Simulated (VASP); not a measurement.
VASP ran on this input.

**KPOINTS**
```
Automatic
0
Gamma
12 12 12
```

### INCAR
```
! general
SYSTEM   =MoSi2
PREC     =Accurate
ENCUT    =400   ! plane-wave cut-off (eV)
LREAL    =.False.   ! projection in real space or not
LASPH    =.True.

! electronic loop
EDIFF    =1E-6   ! SCF stop (eV)
NELM     =100   ! most electronic steps
ALGO     =Normal   ! blocked Davidson
LMAXMIX  =4

! smearing
ISMEAR   =1
SIGMA    =0.1   ! width (eV)

! functional
GGA      =PE

! DFT+U
LDAU     =.True.
LDAUTYPE =2   ! Dudarev
LDAUL    =-1 2
LDAUU    =0 3.0
LDAUJ    =0 0
LDAUPRINT=1

! ions
ISIF     =2   ! forces and stress, cell fixed

! output
LWAVE    =.False.
LCHARG   =.False.
LORBIT   =10
```

### POSCAR
```
MoSi2
4.5340570
 -0.3539876098   0.3539876098   0.8656706345
  0.3539876098  -0.3539876098   0.8656706345
  0.3539876098   0.3539876098  -0.8656706345
Si Mo
2 1
Direct
  0.6650000000   0.6650000000   0.0000000000
  0.3350000000   0.3350000000   0.0000000000
  0.0000000000   0.0000000000   0.0000000000
```

POTCAR, in this order: Si Mo_sv (PBE.64 set). Program: vasp_std.

Task: Write an equivalent input for Quantum ESPRESSO's pw.x.

Result: One equivalent input (not run):
```
&CONTROL
  calculation = 'scf'
  pseudo_dir = './pseudo'
  outdir = './out'
  tprnfor = .true.
  tstress = .true.
/
&SYSTEM
  ibrav = 0
  nat = 3
  ntyp = 2
  ecutwfc = 80
  occupations = 'smearing'
  smearing = 'methfessel-paxton'
  degauss = 0.00735
  input_dft = 'pbe'
/
&ELECTRONS
  conv_thr = 7.3e-08
  electron_maxstep = 100
/
ATOMIC_SPECIES
  Si 28.085 Si.upf
  Mo 95.950 Mo.upf
CELL_PARAMETERS angstrom
    -1.6050000    1.6050000    3.9250000
     1.6050000   -1.6050000    3.9250000
     1.6050000    1.6050000   -3.9250000
ATOMIC_POSITIONS crystal
  Si   0.6650000  0.6650000  0.0000000
  Si   0.3350000  0.3350000  0.0000000
  Mo   0.0000000  0.0000000  0.0000000
K_POINTS automatic
  12 12 12 0 0 0
HUBBARD {ortho-atomic}
U Mo-4d 3
```
Limits of the translation: the potentials are each code's own (VASP's PAW set, PseudoDojo norm-conserving files in pw.x), so ENCUT and ecutwfc are chosen apart and not converted; conv_thr bounds pw.x's estimated SCF error, while EDIFF bounds the energy change between steps; the +U projectors differ (PAW spheres against orthogonalised atomic orbitals), so the same U acts differently.

The compound is MoSi2 in the MoSi2 type structure. The cell was not relaxed at this level. The run is one of a series of settings (LDAU = .TRUE., LDAUJ = 0 0, LDAUL = -1 2, LDAUTYPE = 2, LDAUU = 0 3.0 against the base run), some of them coarse on purpose.
